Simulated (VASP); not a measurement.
Given:

```yaml
crystal:
  lattice:
    - [2.14048, -5.91970, 0.00000]
    - [2.14048, 5.91970, 0.00000]
    - [0.00000, 0.00000, 4.74168]
  atoms:
    - { symbol: Tl, position: [0.39379, 0.60621, 0.75000] }
    - { symbol: Tl, position: [0.60621, 0.39379, 0.25000] }
    - { symbol: Br, position: [0.86318, 0.13682, 0.25000] }
    - { symbol: Br, position: [0.13682, 0.86318, 0.75000] }
```

Calculation: LDA (Ceperley-Alder, Perdew-Zunger) with spin-orbit coupling, VASP's LDA PAW potentials (set 64) (plane waves; VASP). Run with 400 eV cut-off, 5×5×4 Γ-centred mesh, Gaussian smearing of 0.050 eV, potentials Tl_d Br.

The path is coarsely sampled, so an indirect gap can come out somewhat too large.

Task: Give the energies of bands 33 to 46 at the high-symmetry points, in eV from the valence-band maximum.

Result: 
| band | Γ | Y | C0 | Z | A0 | T | S | R |
|---|---|---|---|---|---|---|---|---|
| 33 | -2.23 | -2.36 | -1.86 | -1.62 | -2.48 | -1.40 | -1.96 | -3.10 |
| 34 | -2.23 | -2.36 | -1.86 | -1.62 | -2.48 | -1.40 | -1.96 | -3.10 |
| 35 | -2.06 | -1.63 | -1.55 | -1.62 | -2.36 | -1.40 | -1.66 | -3.10 |
| 36 | -2.06 | -1.63 | -1.55 | -1.62 | -2.36 | -1.40 | -1.66 | -3.10 |
| 37 | -1.78 | -0.98 | -0.61 | -0.30 | -1.51 | -0.33 | -0.63 | -1.41 |
| 38 | -1.78 | -0.98 | -0.61 | -0.30 | -1.51 | -0.33 | -0.63 | -1.41 |
| 39 | -1.28 | -0.86 | -0.45 | -0.30 | -1.40 | -0.33 | -0.53 | -1.41 |
| 40 | -1.28 | -0.86 | -0.45 | -0.30 | -1.40 | -0.33 | -0.53 | -1.41 |
| 41 | 4.22 | 2.54 | 1.80 | 2.64 | 3.16 | 1.90 | 2.05 | 3.68 |
| 42 | 4.22 | 2.54 | 1.80 | 2.64 | 3.16 | 1.90 | 2.05 | 3.68 |
| 43 | 4.87 | 4.39 | 2.39 | 2.64 | 3.63 | 1.90 | 2.19 | 3.68 |
| 44 | 4.87 | 4.39 | 2.39 | 2.64 | 3.63 | 1.90 | 2.19 | 3.68 |
| 45 | 5.13 | 4.43 | 2.98 | 4.29 | 5.18 | 4.59 | 3.01 | 5.12 |
| 46 | 5.13 | 4.43 | 2.98 | 4.29 | 5.18 | 4.59 | 3.01 | 5.12 |

The gap is direct, 1.44 eV, from the valence maximum at T-Y at 0.25 to the conduction minimum at T-Y at 0.25.

The structure comes from a computed database's TlBr entry (Cmcm); how it stands against other phases isn't given here. It was relaxed first, which changed the volume by -12 %.
